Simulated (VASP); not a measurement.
Method: HSE06 screened hybrid, VASP's PBE PAW potentials (set 64) (plane waves; VASP 6.6.1).

A VASP calculation is set up with these files.

INCAR:
```
EDIFF=1E-5   # SCF stop (eV)
SYSTEM=BC35Si36
AEXX=0.25
ENCUT=400   # plane-wave cut-off (eV)
NELMIN=4
LCHARG=F
NELM=50   # most electronic steps
ISYM=0
LREAL=Auto   # projection in real space or not
LHFCALC=T
HFSCREEN=0.2   # 1/Angstrom
PREC=Normal
LASPH=T   # aspherical one-centre terms
LORBIT=10
ISIF=0
ALGO=Normal
NUPDOWN=1
SIGMA=0.05
ISPIN=2   # spin-polarised
PRECFOCK=Fast
ISMEAR=0
GGA=PE
LWAVE=F
MAGMOM=72*0.0139
```

KPOINTS:
```
Automatic mesh
0
Gamma
1 1 1
0 0 0
```

File POSCAR:
```
BC35Si36
1
    4.6409808260    -8.0384148411     0.0000000000
    4.6409808260     8.0384148411     0.0000000000
    0.0000000000     0.0000000000    10.1276834096
Si C B
36 35 1
Direct
  0.9998384352   0.9997480741   0.0003910806
  0.9984480258   0.9994403462   0.4998742649
  0.2229072507   0.1114804327   0.7517165540
  0.1093938695   0.2208259965   0.2494677132
  0.0001754735   0.3330486584   0.0004716780
  0.9987116137   0.3316969283   0.4998809730
  0.2231616075   0.4441509946   0.7517725887
  0.1109568933   0.5552937169   0.2508942157
  0.9999423324   0.6664889003   0.0007447343
  0.9982928410   0.6655160779   0.5006489841
  0.2222095760   0.7774746946   0.7510124004
  0.1108127832   0.8881592843   0.2508893894
  0.3335096814   0.9998797236   0.0005367765
  0.3331056762   0.9986991089   0.5006842289
  0.5564177210   0.1114727617   0.7513700519
  0.4445666642   0.2210410565   0.2505447129
  0.3329246511   0.3327080063   0.0020425722
  0.3270660527   0.3295782884   0.4959616858
  0.5570553398   0.4448111738   0.7560071300
  0.4443784363   0.5558212641   0.2505777771
  0.3335961364   0.6665695367   0.0005218371
  0.3330672511   0.6669158056   0.5006771999
  0.5564219271   0.7778346039   0.7513638736
  0.4446585314   0.8886951549   0.2509298481
  0.6672793735   0.0000808038   0.0003243031
  0.6658632186   0.9993028494   0.5005827663
  0.8892137285   0.1110194650   0.7513929604
  0.7782117583   0.2210642185   0.2495723537
  0.6674769357   0.3327661994   0.0023215899
  0.6651584707   0.3265546038   0.4975762134
  0.8884562668   0.4438063607   0.7518922488
  0.7774599952   0.5550473539   0.2511651914
  0.6670805711   0.6672795891   0.0022140406
  0.6648864563   0.6710398676   0.4975908951
  0.8882246117   0.7771491250   0.7519273063
  0.7778398893   0.8895447080   0.2495282447
  0.0003080972   0.9998863137   0.8131160296
  0.9999759549   0.9995788650   0.3129438962
  0.2216150288   0.1096523042   0.5622579851
  0.1099283044   0.2212378948   0.0620111721
  0.0005675923   0.3332066642   0.8131948699
  0.0002644383   0.3330033311   0.3129701397
  0.2217881714   0.4443514652   0.5622938711
  0.1113095422   0.5554198246   0.0617829389
  0.0000731345   0.6663619708   0.8131541401
  0.9995681358   0.6660133261   0.3133287831
  0.2208440856   0.7767130825   0.5619593092
  0.1111757342   0.8888019365   0.0617826312
  0.3336103028   0.9998236263   0.8129151904
  0.3330287862   0.9992868562   0.3132903605
  0.5552548948   0.1073765779   0.5620282663
  0.4445015113   0.2216152454   0.0621769480
  0.3317426673   0.3320878325   0.8162162255
  0.3318153811   0.3320250724   0.3104948653
  0.4440859240   0.5552771754   0.0621880782
  0.3337689611   0.6666858228   0.8129041029
  0.3331761651   0.6664286189   0.3132676212
  0.5550871689   0.7805344107   0.5620010747
  0.4447951367   0.8888289509   0.0618204584
  0.6670598052   0.9999763967   0.8131358616
  0.6670271121   0.9998992709   0.3130949768
  0.8888849018   0.1107762622   0.5619631677
  0.7788561848   0.2214318295   0.0619402626
  0.6679114881   0.3320046903   0.8168327046
  0.6676787910   0.3313774139   0.3103540008
  0.8898251642   0.4436405191   0.5625387596
  0.7781132510   0.5555471211   0.0623687935
  0.6676765065   0.6684615751   0.8167316436
  0.6674698059   0.6686986723   0.3103691849
  0.8895246062   0.7787177868   0.5625471723
  0.7784024816   0.8899028881   0.0618694175
  0.5593007370   0.4458826723   0.5634877129
```

POTCAR, in this order: Si C B (PBE.64 set). Program: vasp_gam. Read from the step before: WAVECAR.

The run wrote:

**OUTCAR**
```
 ion  position               nearest neighbor table
   1  1.000  1.000  0.000-  71 1.89  40 1.89  48 1.89  37 1.90   4 3.09  33 3.09  35 3.09  25 3.09
                            27 3.09  36 3.09  17 3.09   3 3.09   5 3.09   9 3.09  13 3.10  12 3.10
   2  0.998  0.999  0.500-  62 1.88  70 1.88  38 1.89  39 1.90  18 3.06  34 3.07   6 3.08  26 3.09
                            36 3.09  12 3.10   4 3.10  10 3.10  27 3.10  14 3.11  35 3.12   3 3.12
   3  0.223  0.111  0.752-  53 1.89  49 1.89  37 1.89  39 1.92   7 3.09  13 3.09   1 3.09  27 3.10
                            15 3.10  17 3.10  11 3.10  19 3.10  35 3.10  14 3.11   2 3.12  18 3.13
   4  0.109  0.221  0.249-  38 1.89  42 1.89  54 1.89  40 1.90  18 3.05  28 3.08  36 3.08  17 3.08
                             1 3.09   5 3.09  12 3.09   8 3.10   2 3.10   6 3.10  20 3.11  16 3.11
   5  0.000  0.333  0.000-  63 1.88  40 1.89  44 1.89  41 1.90   4 3.09  29 3.09  31 3.09  28 3.09
                            27 3.09  17 3.09  25 3.09   7 3.09   1 3.09  21 3.10   9 3.10   8 3.10
   6  0.999  0.332  0.500-  62 1.88  66 1.89  42 1.89  43 1.90  18 3.06  30 3.07   2 3.08  26 3.09
                            28 3.09   8 3.10   4 3.10  10 3.10  27 3.10  22 3.11  31 3.12   7 3.12
   7  0.223  0.444  0.752-  53 1.89  56 1.89  41 1.89  43 1.92   3 3.09  21 3.09   5 3.09  23 3.10
                            27 3.10  17 3.10  19 3.10  11 3.10  31 3.11  22 3.11   6 3.12  18 3.13
   8  0.111  0.555  0.251-  46 1.89  42 1.89  57 1.89  44 1.92  12 3.09  20 3.09  32 3.09  28 3.10
                            24 3.10  22 3.10   6 3.10   4 3.10  10 3.10   9 3.10   5 3.10  21 3.10
   9  1.000  0.666  0.001-  67 1.89  48 1.89  44 1.89  45 1.90  35 3.09  31 3.09  29 3.09  33 3.09
                             1 3.09  13 3.10   5 3.10  21 3.10  11 3.10  12 3.10   8 3.10  32 3.10
  10  0.998  0.666  0.501-  66 1.89  70 1.89  47 1.89  46 1.90  32 3.09  12 3.10   2 3.10   8 3.10
                            14 3.10   6 3.10  22 3.10  31 3.11  35 3.11  11 3.11  30 3.12  34 3.12
  11  0.222  0.777  0.751-  45 1.89  56 1.89  49 1.89  47 1.91  21 3.09  13 3.10   9 3.10  14 3.10
                             3 3.10  31 3.10  22 3.10   7 3.10  35 3.10  23 3.10  15 3.10  10 3.11
  12  0.111  0.888  0.251-  38 1.89  46 1.89  50 1.89  48 1.92   8 3.09  32 3.09  16 3.09   4 3.09
                            24 3.10   2 3.10  36 3.10  14 3.10   9 3.10  10 3.10  13 3.10   1 3.10
  13  0.334  1.000  0.001-  52 1.89  48 1.89  59 1.89  49 1.90   3 3.09  17 3.09  16 3.09  21 3.09
                            29 3.09  15 3.09   9 3.10  11 3.10   1 3.10  25 3.10  24 3.10  12 3.10
  14  0.333  0.999  0.501-  47 1.89  51 1.89  39 1.89  50 1.90  30 3.06  22 3.08  26 3.09  24 3.09
                            11 3.10  12 3.10  18 3.10  10 3.10  16 3.10  15 3.11   2 3.11   3 3.11
  15  0.556  0.111  0.751-  60 1.89  64 1.89  49 1.90  51 1.92  31 3.08  25 3.09  27 3.09  19 3.09
                            13 3.09   3 3.10  23 3.10  30 3.10  11 3.10  29 3.10  26 3.10  14 3.11
  16  0.445  0.221  0.251-  50 1.89  65 1.89  54 1.90  52 1.91  30 3.07  18 3.08  24 3.09  29 3.09
                            17 3.09  13 3.09  12 3.09  32 3.10  28 3.10  14 3.10  20 3.11   4 3.11
  17  0.333  0.333  0.002-  53 1.88  55 1.89  52 1.89  40 1.89  19 3.07   4 3.08   5 3.09  20 3.09
                             1 3.09  16 3.09  13 3.09  21 3.10   7 3.10   3 3.10  33 3.10  29 3.11
  18  0.327  0.330  0.496-  54 1.88  39 1.89  43 1.89  72 1.99   4 3.05   2 3.06   6 3.06  16 3.08
                            20 3.08  14 3.10  22 3.10   3 3.13   7 3.13
  19  0.557  0.445  0.756-  68 1.90  64 1.90  53 1.91  72 1.95  33 3.07  29 3.07  17 3.07  35 3.08
                            31 3.08  15 3.09  23 3.09   7 3.10   3 3.10
  20  0.444  0.556  0.251-  57 1.89  69 1.89  54 1.90  55 1.91  34 3.07  18 3.08  33 3.09  24 3.09
...
```

### OSZICAR
```
       N       E                     dE             d eps       ncg     rms          rms(c)
DAV:   1    -0.615329580746E+03   -0.61533E+03   -0.11287E+01   724   0.783E+00    0.158E+01
DAV:   2    -0.615415753642E+03   -0.86173E-01   -0.32796E-01   766   0.121E+00    0.114E+01
DAV:   3    -0.615397653355E+03    0.18100E-01   -0.23122E-02   824   0.336E-01    0.673E+00
DAV:   4    -0.615391072543E+03    0.65808E-02   -0.71851E-03   798   0.175E-01    0.387E+00
DAV:   5    -0.615388973817E+03    0.20987E-02   -0.12804E-03   798   0.741E-02    0.221E+00
DAV:   6    -0.615388247930E+03    0.72589E-03   -0.31143E-04   814   0.394E-02    0.127E+00
DAV:   7    -0.615388016172E+03    0.23176E-03   -0.11425E-04   803   0.249E-02    0.724E-01
DAV:   8    -0.615387944813E+03    0.71359E-04   -0.29592E-05   542   0.136E-02    0.419E-01
DAV:   9    -0.615387923795E+03    0.21018E-04   -0.12858E-05   451   0.976E-03    0.238E-01
DAV:  10    -0.615387918780E+03    0.50148E-05   -0.42362E-06   446   0.557E-03
   1 F= -.61538792E+03 E0= -.61538792E+03  d E =-.142355E-14  mag=     1.0000
```

**OUTCAR**
```
------------------------ aborting loop because EDIFF is reached ----------------------------------------
  volume of cell :      755.65
      direct lattice vectors                 reciprocal lattice vectors
     4.640980826 -8.038414841  0.000000000     0.107735847 -0.062201318  0.000000000
     4.640980826  8.038414841  0.000000000     0.107735847  0.062201318  0.000000000
     0.000000000  0.000000000 10.127683410     0.000000000  0.000000000  0.098739263
  FREE ENERGIE OF THE ION-ELECTRON SYSTEM (eV)
  ---------------------------------------------------
  free  energy   TOTEN  =      -615.3879187798 eV

  energy  without entropy=     -615.3879187798  energy(sigma->0) =     -615.38791878

  exchange ACFDT corr.  =         0.00000000  see jH, gK, PRB 81, 115126

 total charge

# of ion       s       p       d       tot
------------------------------------------
    1        0.705   0.984   0.000   1.688
    2        0.709   0.980   0.000   1.689
    3        0.707   0.978   0.000   1.685
    4        0.709   0.982   0.000   1.691
    5        0.705   0.984   0.000   1.688
    6        0.709   0.980   0.000   1.689
    7        0.707   0.977   0.000   1.684
    8        0.707   0.977   0.000   1.684
    9        0.704   0.981   0.000   1.685
   10        0.704   0.981   0.000   1.685
   11        0.707   0.978   0.000   1.684
   12        0.707   0.977   0.000   1.684
   13        0.704   0.981   0.000   1.685
   14        0.704   0.981   0.000   1.685
   15        0.707   0.976   0.000   1.682
   16        0.707   0.978   0.000   1.685
   17        0.705   0.985   0.000   1.691
   18        0.724   0.972   0.000   1.696
   19        0.719   1.004   0.000   1.724
   20        0.707   0.978   0.000   1.685
   21        0.704   0.981   0.000   1.685
   22        0.704   0.981   0.000   1.685
   23        0.707   0.976   0.000   1.682
   24        0.707   0.977   0.000   1.683
   25        0.705   0.984   0.000   1.689
   26        0.707   0.994   0.000   1.701
   27        0.707   0.978   0.000   1.685
   28        0.709   0.985   0.000   1.694
   29        0.705   0.986   0.000   1.692
   30        0.721   1.005   0.000   1.726
   31        0.707   0.977   0.000   1.684
   32        0.706   0.977   0.000   1.683
   33        0.705   0.986   0.000   1.692
   34        0.721   1.005   0.000   1.726
   35        0.707   0.977   0.000   1.684
   36        0.709   0.985   0.000   1.694
   37        0.827   1.725   0.000   2.552
   38        0.827   1.726   0.000   2.553
   39        0.832   1.703   0.000   2.536
   40        0.829   1.729   0.000   2.558
   41        0.827   1.725   0.000   2.552
   42        0.827   1.726   0.000   2.553
   43        0.832   1.703   0.000   2.535
   44        0.827   1.722   0.000   2.549
   45        0.826   1.725   0.000   2.551
   46        0.826   1.726   0.000   2.552
   47        0.828   1.721   0.000   2.549
   48        0.827   1.722   0.000   2.549
   49        0.826   1.724   0.000   2.550
   50        0.826   1.725   0.000   2.551
   51        0.829   1.733   0.000   2.563
   52        0.827   1.726   0.000   2.553
   53        0.828   1.722   0.000   2.550
   54        0.829   1.725   0.000   2.554
   55        0.827   1.726   0.000   2.553
   56        0.826   1.724   0.000   2.550
   57        0.826   1.725   0.000   2.551
   58        0.829   1.733   0.000   2.562
   59        0.827   1.721   0.000   2.548
   60        0.826   1.728   0.000   2.554
   61        0.826   1.727   0.000   2.554
   62        0.828   1.723   0.000   2.551
   63        0.829   1.732   0.000   2.561
   64        0.828   1.728   0.000   2.556
   65        0.828   1.729   0.000   2.556
   66        0.832   1.699   0.000   2.532
   67        0.827   1.724   0.000   2.552
   68        0.828   1.728   0.000   2.556
   69        0.828   1.729   0.000   2.556
   70        0.832   1.700   0.000   2.532
   71        0.829   1.732   0.000   2.561
   72        0.720   1.419   0.000   2.139
--------------------------------------------------
tot         55.182  97.103   0.000 152.285

 magnetization (x)

# of ion       s       p       d       tot
------------------------------------------
    1       -0.000  -0.000   0.000  -0.000
    2       -0.001   0.008   0.000   0.007
    3       -0.001  -0.001   0.000  -0.002
    4       -0.000   0.004   0.000   0.004
    5       -0.000  -0.000   0.000  -0.000
    6       -0.001   0.008   0.000   0.007
    7       -0.001  -0.001   0.000  -0.002
    8       -0.000  -0.000   0.000  -0.000
    9       -0.000  -0.000   0.000  -0.000
   10       -0.001  -0.002   0.000  -0.003
   11       -0.000  -0.000   0.000  -0.000
   12       -0.000  -0.000   0.000  -0.000
   13       -0.000  -0.000   0.000  -0.000
...
```
(Selected blocks of OUTCAR.)

### OUTCAR
```
 val. band max:        7.6667684601   @ k =   0.0000   0.0000   0.0000

 cond. band min:       8.6909439221   @ k =   0.0000   0.0000   0.0000


 Fermi energy:         7.8529193078

 spin component 1

 k-point     1 :       0.0000    0.0000    0.0000
  band No.  band energies     occupation
      1      -9.5312      1.00000
      2      -8.2788      1.00000
      3      -8.2311      1.00000
      4      -7.6013      1.00000
      5      -7.5961      1.00000
      6      -7.5809      1.00000
      7      -7.5613      1.00000
      8      -7.5435      1.00000
      9      -7.3394      1.00000
     10      -6.4267      1.00000
     11      -6.4239      1.00000
     12      -6.4201      1.00000
     13      -6.4104      1.00000
     14      -6.4031      1.00000
     15      -6.3942      1.00000
     16      -6.3869      1.00000
     17      -6.3808      1.00000
     18      -6.3723      1.00000
     19      -6.3482      1.00000
     20      -6.3190      1.00000
     21      -5.9025      1.00000
     22      -5.6363      1.00000
     23      -4.7810      1.00000
     24      -4.7656      1.00000
     25      -4.6451      1.00000
     26      -4.5629      1.00000
     27      -4.5612      1.00000
     28      -4.4824      1.00000
     29      -4.4700      1.00000
     30      -4.4269      1.00000
     31      -4.3615      1.00000
     32      -4.3603      1.00000
     33      -4.3377      1.00000
     34      -4.3286      1.00000
     35      -4.3173      1.00000
     36      -2.4785      1.00000
     37      -1.9064      1.00000
     38      -0.9437      1.00000
     39      -0.9285      1.00000
     40      -0.6463      1.00000
     41      -0.6306      1.00000
     42      -0.6293      1.00000
     43      -0.6104      1.00000
     44      -0.5937      1.00000
     45      -0.5442      1.00000
     46      -0.5350      1.00000
     47      -0.5284      1.00000
     48      -0.5069      1.00000
     49      -0.3871      1.00000
...
```

The supercell is sampled at Γ alone, which is coarse: total energies, pressure and levels can be off, energies of defects by several tenths of an eV.

The cell is a supercell with a defect, built from SiC (4h): B_C. The cell's shape comes from a PBE relaxation.
